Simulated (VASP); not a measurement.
A VASP calculation is set up with these files.

### INCAR
```
LWAVE = F
LCHARG = F
LREAL = F   ! projection in real space or not
ISIF = 2
SIGMA = 0.272
LMAXMIX = 4
LASPH = T   ! aspherical one-centre terms
GGA = PS
ISMEAR = 1
ENCUT = 300   ! plane-wave cut-off (eV)
PREC = Accurate
ALGO = Normal
NELM = 100   ! most electronic steps
SYSTEM = TiAl3
EDIFF = 1E-6   ! SCF stop (eV)
```

KPOINTS:
```
Automatic mesh
0
Gamma
13 13 13
0 0 0
```

File POSCAR:
```
TiAl3
1.0
 -1.9076650000   1.9076650000   4.2729650000
  1.9076650000  -1.9076650000   4.2729650000
  1.9076650000   1.9076650000  -4.2729650000
Ti Al
1 3
Cartesian
  0.0000000000   0.0000000000   0.0000000000
  0.0000000000   0.0000000000   4.2729650000
 -0.0000000000   1.9076650000   2.1364825000
  1.9076650000   0.0000000000   2.1364825000
```

POTCAR, in this order: Ti_sv Al (PBE.64 set). Program: vasp_std.

Problem. Translate this PBEsol calculation to Ansatz.

Solution. One equivalent input (not run):
Ansatz 0.2 input:
```yaml
crystal:
  lattice:
    - [-1.9076650, 1.9076650, 4.2729650]
    - [1.9076650, -1.9076650, 4.2729650]
    - [1.9076650, 1.9076650, -4.2729650]
  atoms:
    - { symbol: Ti, position: [0.0000000, 0.0000000, 0.0000000] }
    - { symbol: Al, position: [0.5000000, 0.5000000, 0.0000000] }
    - { symbol: Al, position: [0.7500000, 0.2500000, 0.5000000] }
    - { symbol: Al, position: [0.2500000, 0.7500000, 0.5000000] }
kpoints:
  mp_grid: { grid: [13, 13, 13] }
hamiltonian:
  xc: pbesol
  pseudopotentials: { kind: paw }
scf:
  occupations: { method: methfessel_paxton, width: 0.272 }
  max_iter: 100
output: { forces: true, stress: true, eigenvalues: true }
```
Limits of the translation: each code has its own PAW files, so the cut-off isn't converted (ENCUT is set for VASP's; basis.ecutwfc is left out, and Ansatz then takes the one that its files recommend); Ansatz stops its SCF on the density residual and VASP on the energy change (EDIFF).

The structure comes from a computed database's TiAl3 entry; how it stands against other phases isn't given here. The cell was not relaxed at this level. The run is one of a series of settings (KPOINTS 13×13×13 Γ-centred mesh against the base run), some of them coarse on purpose.
